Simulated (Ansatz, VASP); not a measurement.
# Cs3Ba in two plane-wave programs

Wanted: the spread between two codes on one cell, functional and k mesh. The cell is invented: As first built, before any earlier steps moved the atoms (in the runner's words): it takes the K3Ba structure with some of its atoms replaced by other elements, volume scaled by an estimate. It may not be a known or stable phase. The cell is taken from a series of VASP runs on this material, whose earlier steps may have relaxed, scaled or displaced it; both programs get it as it stands.

Method: plane waves, with VASP 6.6.1 beside it; single point at PBE, in Ansatz 0.2.0.

### 1. The structure

It takes space group Pm-3m (No. 221, cubic). Conventional cell: a = 7.387 Å, b = 7.387 Å, c = 7.387 Å, α = 90.00°, β = 90.00°, γ = 90.00°. As first built, before any earlier steps moved the atoms (in the runner's words): sites of the K3Ba structure (space group 221) filled with other elements, volume scaled by an estimate. Farther neighbours are not listed.

### 2. Ansatz: single point, PBE

Ansatz runs on its PAW soft_1 files.

A single point gives forces, pressure and levels at one fixed geometry, so differences don't come from the geometry; what else differs is listed under the comparison.

Contents of input.yaml:

```yaml
crystal:
  lattice:
    - [7.387161, 0.0, 0.0]
    - [0.0, 7.387161, 0.0]
    - [0.0, 0.0, 7.387161]
  atoms:
    - { symbol: Ba, position: [0.0, 0.0, 0.0] }
    - { symbol: Cs, position: [0.0, 0.5, 0.5] }
    - { symbol: Cs, position: [0.5, 0.0, 0.5] }
    - { symbol: Cs, position: [0.5, 0.5, 0.0] }
hamiltonian:
  xc: pbe
  pseudopotentials: { kind: paw, azcp: { folder: soft_1 } }
kpoints:
  mp_grid: { grid: [3, 3, 3] }
scf:
  occupations: { method: fermi_dirac, width: 0.05 }
  n_extra_bands: 5
output:
  forces: true
  stress: true
  eigenvalues: true
  write_density: true
  write_potential: true
  elf: true
  volumetric_format: npy
```

Started as:

```sh
> ansatz run input.yaml --threads 2 --pin off --max-ram 4608MiB --backend cpu --events-out ev --progress --plain --runs-dir out
```

Numbers of over 12 decimals in the logs are rounded to 6 here.

The log of the run:

```text
scf.n_extra_bands = 5 over 19 filled bands (N_el = 37.0): the run solves 24 bands
Engine: ansatz 0.2.0, aarch64-unknown-linux-gnu
Pseudopotentials: kind: paw
Pseudopotential: Ba, paw, valence charge 10, recommended cutoff 420 eV (normal), soft_1/Ba.paw.azcp
Pseudopotential: Cs, paw, valence charge 9, recommended cutoff 420 eV (normal), soft_1/Cs.paw.azcp
Functional definition: PBE
  parameter kappa = 0.804
  parameter beta = 0.066725
  exchange = pbe_x(kappa = kappa, mu = beta*pi^2/3)
  correlation = pbe_c(beta = beta)
Crystal: 4 atoms, lattice volume = 403.118 Å³
Basis set: ecut = 420 eV, 7881 PW (Γ), exchange–correlation on 100×100×100 points (8 copies of the dense FFT grid, shifted against one another)
Bands: 24, of which v1, the nominal top of the filled ones, is band 19 counted from 1 (18 counted from 0)
Symmetry: 48 space group operations
Space group: Pm-3m (ITA 221), of the structure as read, at distance tolerance 7.4e-5 Å
k-points: 4 of 27
Non-local potential: Ba, projectors of the file, l = 0: 3, l = 1: 2, l = 2: 2, l = 3: 2
Non-local potential: Cs, projectors of the file, l = 0: 3, l = 1: 2, l = 2: 2, l = 3: 2
PAW form: soft (Blöchl's): semilocal exchange-correlation on the pseudo side does not see the compensation charge
PAW one-centre angular grid: Ba, 194 points (default); XC on 64 Gauss nodes
PAW one-centre angular grid: Cs, 194 points (default); XC on 64 Gauss nodes
Initial density: superposition of atomic densities (chi_scale 0.1, normalization cell, long waves kept (reshape's long-wave potential 0.00 eV rms))
Initial wavefunctions: pseudopotential atomic-orbital guess
Functional: x = pbe(κ = 0.804, μ = 0.219515), c = pbe(β = 0.066725)
SCF iter   1: F=—  HF=-22961.813206 eV  |F-HF|=—  |Δ(HF+E_count)|=         —  Δρ=6.08e-3  dr2=1.50e-1  ethr=3.10e-3  ⟨swp⟩=9.8  Hψ=559  notcnv=0
preconditioner: auto → Kerker (q_TF=auto, 1.832 Å⁻¹)  [metal: Δε(μ)=0.081 eV  Ē_g=1.248 eV  σ=0.050 eV  W_gap=0.38  n_scr=32 (ndim 8)  ℏωp=4.1 eV  f_vac=0.000  D(μ)=10.07/eV (n_scr^D=80)]
SCF iter   2: F=—  HF=-22961.789087 eV  |F-HF|=—  |Δ(HF+E_count)|=   2.41e-2  Δρ=3.44e-3  dr2=7.99e-2  ethr=4.06e-4  ⟨swp⟩=1.0  Hψ=128  notcnv=0
SCF iter   3: F=—  HF=-22961.772213 eV  |F-HF|=—  |Δ(HF+E_count)|=   1.69e-2  Δρ=8.33e-4  dr2=4.76e-3  ethr=2.16e-4  ⟨swp⟩=2.2  Hψ=176  notcnv=0
SCF iter   4: F=—  HF=-22961.772468 eV  |F-HF|=—  |Δ(HF+E_count)|=   2.54e-4  Δρ=2.29e-4  dr2=8.07e-4  ethr=1.29e-5  ⟨swp⟩=2.5  Hψ=169  notcnv=0
SCF iter   5: F=—  HF=-22961.772514 eV  |F-HF|=—  |Δ(HF+E_count)|=   4.68e-5  Δρ=4.45e-5  dr2=2.27e-5  ethr=2.18e-6  ⟨swp⟩=3.0  Hψ=155  notcnv=0
SCF iter   6: F=—  HF=-22961.772303 eV  |F-HF|=—  |Δ(HF+E_count)|=   2.11e-4  Δρ=1.66e-5  dr2=4.56e-6  ethr=6.15e-8  ⟨swp⟩=2.0  Hψ=108  notcnv=0
SCF iter   7: F=—  HF=-22961.772304 eV  |F-HF|=—  |Δ(HF+E_count)|=   9.30e-7  Δρ=4.36e-6  dr2=1.54e-7  ethr=1.23e-8  ⟨swp⟩=3.0  Hψ=162  notcnv=0
SCF iter   8: F=-22961.772304 eV  HF=-22961.772304 eV  |F-HF|=6.10e-9  |Δ(HF+E_count)|=   1.34e-7  Δρ=1.37e-6  dr2=2.78e-8  ethr=2.70e-10  ⟨swp⟩=14.0  Hψ=710  notcnv=0
SCF 1 converged in 8 iterations: F = -22961.772304 eV  dr2 = 2.78e-8
  greatest PAW one-centre occupation: 0.960 electrons in one spin orbital (limit 2), on the Ba atom at site 0 (counted from 0), in its partial waves of l = 0
SCF converged after 8 iterations
Free energy (F): -22961.772304 eV
Harris-Foulkes:  -22961.772304 eV  (|F-HF|=6.10e-9)
Internal energy: -22961.694117 eV  (E = F + TS)
E sigma→0 (E₀):  -22961.733211 eV
Entropy (-TS):   -0.078187 eV (-19.547 meV/atom)
Fermi energy:    2.747732 eV
--- Per-component energies (eV) ---
  E_band       = -378.769090
  E_kinetic    = 582.768336
  E_local      = -1609.348228  (includes V_loc(G=0)·N_el)
  E_nonlocal   = 161.409620
  E_hartree    = 540.674490
  E_xc         = -729.915561
  E_vxc        = -531.691003  (∫ρ·V_xc dr)
  E_paw        = -20376.259618  (= ΣΔE_a)
  E_vpaw       = -63.256402  (= ΣTr[D̂ρ^β])
  E_aug_tail   = -0.000012  (compensation charges beyond the density's cutoff)
  E_ewald      = -1531.023144
  E_smearing   = -0.078187  (= −TS)
  E_closure    = 0.000000  (closes the sum)
  Σ components = -22961.772304   (vs F -22961.772304, Δ=0.00e0)
--- Forces (eV/Å), atoms counted from 1 ---
  atom   1  Ba    -0.00000000    -0.00000000     0.00000000
  atom   2  Cs     0.00000000     0.00000000     0.00000000
  atom   3  Cs     0.00000000    -0.00000000     0.00000000
  atom   4  Cs     0.00000000    -0.00000000    -0.00000000
  max |Σ_I F_I| component: 6.28e-29 eV/Å
--- Stress (GPa, compression-positive) ---
        0.022735       0.000000       0.000000
        0.000000       0.022735       0.000000
        0.000000       0.000000       0.022735
  P = ⅓ Tr σ = 0.0227 GPa (0.227 kbar)
--- Band table (eV) ---
  k-point 0: bands = [... 15 lower, -7.4833, 0.8493, 2.7411, 2.7411, 2.9394, 3.3507, 3.3507, 3.3507, ... 1 higher]
  k-point 1: bands = [... 15 lower, -7.4932, 1.2517, 2.3165, 2.9967, 3.2603, 3.4739, 3.4739, 3.4848, ... 1 higher]
  k-point 2: bands = [... 15 lower, -7.4812, 1.6096, 2.5644, 2.6846, 3.2259, 3.3523, 3.5160, 3.5671, ... 1 higher]
  k-point 3: bands = [... 15 lower, -7.4810, 1.8728, 2.6112, 2.7900, 2.7900, 3.3943, 3.3943, 3.5665, ... 1 higher]
```

It took 4.5 s on 2 threads of Arm Neoverse N1, shared host; peak memory 0.54 GiB.

The run ends at a pressure of 0.02 GPa.

### 3. VASP: single point, PBE

The same cell, functional, mesh and smearing now go to VASP, with its own data sets and cutoff.

Lines of VASP's logs that name or quote its potential files are left out, and so is its time.

Contents of INCAR:

```
SYSTEM = Cs3Ba
PREC = Accurate
ENCUT = 400
EDIFF = 1E-06
NELM = 100
ISMEAR = -1
SIGMA = 0.05
LREAL = .FALSE.
ALGO = Normal
GGA = PE
LORBIT = 11
LWAVE = .FALSE.
LCHARG = .FALSE.
KPAR = 2
ISIF = 2
```

Contents of POSCAR:

```
Cs3Ba
1.0
    7.3871610000      0.0000000000      0.0000000000
    0.0000000000      7.3871610000      0.0000000000
    0.0000000000      0.0000000000      7.3871610000
Ba Cs
1 3
Direct
    0.0000000000      0.0000000000      0.0000000000
    0.0000000000      0.5000000000      0.5000000000
    0.5000000000      0.0000000000      0.5000000000
    0.5000000000      0.5000000000      0.0000000000
```

Contents of KPOINTS:

```
Automatic mesh
0
Gamma
3 3 3
0 0 0
```

Potentials, in the order of the species: Ba_sv and Cs_sv (PBE family, release 64).

Started as:

```sh
> mpirun -np 2 vasp_std
```

The log of the run:

```text
[banner, memory and clock lines left out]
running    2 mpi-ranks, on    1 nodes
 distrk:  each k-point on    1 cores,    2 groups
 distr:  one band on    1 cores,    1 groups

 POSCAR found type information on POSCAR BaCs
 POSCAR found :  2 types and       4 ions
 LDA part: xc-table for (Slater+PW92), standard interpolation
 POSCAR, INCAR and KPOINTS ok, starting setup
 FFT: planning ... GRIDC
 FFT: planning ... GRID_SOFT
 FFT: planning ... GRID
 WAVECAR not read
 entering main loop
       N       E                     dE             d eps       ncg     rms          rms(c)
DAV:   1     0.286563880780E+03    0.28656E+03   -0.11083E+04   176   0.101E+03
DAV:   2     0.354944975312E+02   -0.25107E+03   -0.24902E+03   252   0.205E+02
DAV:   3    -0.249167876778E+01   -0.37986E+02   -0.37864E+02   218   0.872E+01
DAV:   4    -0.380669017416E+01   -0.13150E+01   -0.13114E+01   244   0.174E+01
DAV:   5    -0.383189500341E+01   -0.25205E-01   -0.25190E-01   256   0.212E+00    0.943E-01
DAV:   6    -0.381721351730E+01    0.14681E-01   -0.51830E-02   250   0.623E-01    0.535E-01
DAV:   7    -0.381697436378E+01    0.23915E-03   -0.60978E-02   224   0.641E-01    0.151E-01
DAV:   8    -0.381778151089E+01   -0.80715E-03   -0.40729E-03   218   0.272E-01    0.281E-02
DAV:   9    -0.381785572832E+01   -0.74217E-04   -0.29793E-04   256   0.570E-02    0.273E-02
DAV:  10    -0.381785884435E+01   -0.31160E-05   -0.79917E-05   218   0.338E-02    0.289E-03
DAV:  11    -0.381785962925E+01   -0.78490E-06   -0.38272E-06   186   0.752E-03
   1 F= -.38178596E+01 E0= -.37787712E+01  d E =-.781769E-01
```

OUTCAR, selected parts (step 3):

```text
ion  position               nearest neighbor table
   1  0.000  0.000  0.000-
   2  0.000  0.500  0.500-
   3  0.500  0.000  0.500-
   4  0.500  0.500  0.000-

  LATTYP: Found a simple cubic cell.
 ALAT       =     7.3871610000

 Subroutine GETGRP returns: Found 48 space group operations
 (whereof 48 operations were pure point group operations)

The static configuration has the point symmetry O_h .

 Found      4 irreducible k-points:

   k-points           NKPTS =      4   k-points in BZ     NKDIM =      4   number of bands    NBANDS=     22

   dimension x,y,z NGX =    48 NGY =   48 NGZ =   48
   dimension x,y,z NGXF=    96 NGYF=   96 NGZF=   96

   ENCUT  =  400.0 eV  29.40 Ry    5.42 a.u.  12.05 12.05 12.05*2*pi/ulx,y,z

   NELECT =      37.0000    total number of electrons

 k-points in reciprocal lattice and weights: Automatic mesh
   0.00000000  0.00000000  0.00000000       0.037
   0.33333333  0.00000000  0.00000000       0.222
   0.33333333  0.33333333  0.00000000       0.444
   0.33333333  0.33333333  0.33333333       0.296

 average (electrostatic) potential at core
       1 -41.8379       2 -52.6657       3 -52.6657       4 -52.6657

 E-fermi :   0.5587

 k-point     1 :       0.0000    0.0000    0.0000
  band No.  band energies     occupation
    ...
     15      -9.6755      2.00000
     16      -9.6755      2.00000
     17      -1.3403      2.00000
     18       0.5515      1.07167
     19       0.5515      1.07167
     20       0.7490      0.04349
     21       1.1611      0.00001
     22       1.1611      0.00001

 k-point     2 :       0.3333    0.0000    0.0000
  band No.  band energies     occupation
    ...
     14      -9.7115      2.00000
     15      -9.6853      2.00000
     16      -9.6853      2.00000
     17      -0.9379      2.00000
     18       0.1269      1.99964
     19       0.8080      0.01355
     20       1.0726      0.00007
     21       1.2852      0.00000
     22       1.2924      0.00000

 k-point     3 :       0.3333    0.3333    0.0000
  band No.  band energies     occupation
    ...
     15      -9.6962      2.00000
     16      -9.6731      2.00000
     17      -0.5799      2.00000
     18       0.3754      1.95008
     19       0.4956      1.55817
     20       1.0369      0.00014
     21       1.1657      0.00001
     22       1.3697      0.00000

  Total        0.0322095      0.0322095      0.0322095     -0.0000000     -0.0000000     -0.0000000
  in kB        0.1280154      0.1280154      0.1280154     -0.0000000     -0.0000000     -0.0000000
  external PRESSURE =       0.1280154 kB  Pullay stress =       0.0000000 kB

  energy-cutoff  :      400.00
  volume of cell :      403.12
      direct lattice vectors                 reciprocal lattice vectors
     7.387161000  0.000000000  0.000000000     0.135370002  0.000000000  0.000000000
     0.000000000  7.387161000  0.000000000     0.000000000  0.135370002  0.000000000
     0.000000000  0.000000000  7.387161000     0.000000000  0.000000000  0.135370002

 POSITION                                       TOTAL-FORCE (eV/Angst)
 -----------------------------------------------------------------------------------
      0.00000      0.00000      0.00000         0.000000      0.000000      0.000000
      0.00000      3.69358      3.69358         0.000000      0.000000      0.000000
      3.69358      0.00000      3.69358         0.000000      0.000000      0.000000
      3.69358      3.69358      0.00000         0.000000      0.000000      0.000000
 -----------------------------------------------------------------------------------
    total drift:                                0.000000     -0.000000     -0.000000

  FREE ENERGIE OF THE ION-ELECTRON SYSTEM (eV)
  ---------------------------------------------------
  free  energy   TOTEN  =        -3.8178596293 eV

  energy  without entropy=       -3.7396826805  energy(sigma->0) =       -3.77877115

 total charge
# of ion       s       p       d       tot
------------------------------------------
    1        2.088   5.573   0.126   7.787
    2        1.863   4.678   0.015   6.557
    3        1.863   4.678   0.015   6.557
    4        1.863   4.678   0.015   6.557
--------------------------------------------------
tot          7.677  19.608   0.172  27.457

[... 1 further part left out ...]
```

The run ends at a pressure of 0.01 GPa.

### 4. Comparison

Known differences besides the potentials themselves: the cutoff is 420 eV in Ansatz and 400 eV in VASP; VASP leaves aspherical gradient terms in its spheres out (LASPH is not set), Ansatz keeps them. Total energies have different zeros and are not compared.

Compared:

| quantity | Ansatz | VASP | difference |
| --- | --- | --- | --- |
| pressure (GPa) | 0.02 | 0.01 | +0.01 |

### 5. What came out

```json
{
 "difference in pressure (single point, PBE)": "0.0099 GPa"
}
```

**Reading.** The difference in pressure is 0.0099 GPa (single point, PBE), within the 1 GPa picked in this series as the mark of a large difference. How closely two codes agree says nothing of how well the functional describes the real material.

[Lines on the potential files, build, host, timing and source positions are cut from VASP's logs without a mark.]

[Logs are printed without paths, hosts, clocks, repeated set-up lines and the standing remarks that a program may print on its own settings, such as how far it seeks lower states.]

[Hosts, paths, dates, database ids (printed as entryN), source tags and the programs' standing remarks are cut or masked in the printed files.]
